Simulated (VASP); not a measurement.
Here is a VASP 6.6.1 calculation.

File INCAR:

```
ALGO = Normal
EDIFF = 1E-7
EDIFFG = -0.005
ENCUT = 600
GGA = CA
IBRION = 2
ISIF = 3
ISMEAR = 0
LASPH = True
LCHARG = False
LREAL = False
LWAVE = False
NELM = 100
NSW = 90
PREC = Accurate
SIGMA = 0.1
```

Contents of KPOINTS:

```
k-points
0
Gamma
  18 18 18
```

The input POSCAR:

```
W
1.0
    0.0000000000      1.9958246200      1.9958246200
    1.9958246200      0.0000000000      1.9958246200
    1.9958246200      1.9958246200      0.0000000000
W
1
Direct
    0.0000000000      0.0000000000      0.0000000000
```

Potentials or basis: VASP PAW LDA potentials, release 64 (W_sv).

Run with:

```sh
$ cat potpaw_LDA.64/W_sv/POTCAR > POTCAR
$ mpirun -np 1 vasp_std > vasp.out
```

(1) What does it give for the relaxed cell?

(2) What does it give for the band gap on the k mesh?

(3) Estimate the space group after relaxing (to 0.05 Å).

(4) What does it give for the relaxed volume?

## Answers

(1) a = 2.815 Å, b = 2.815 Å, c = 2.815 Å, α = 60.00°, β = 60.00°, γ = 60.00°.

(2) none (metal or under the smearing width).

(3) Fm-3m (No. 225).

(4) 15.77 Å³/atom.
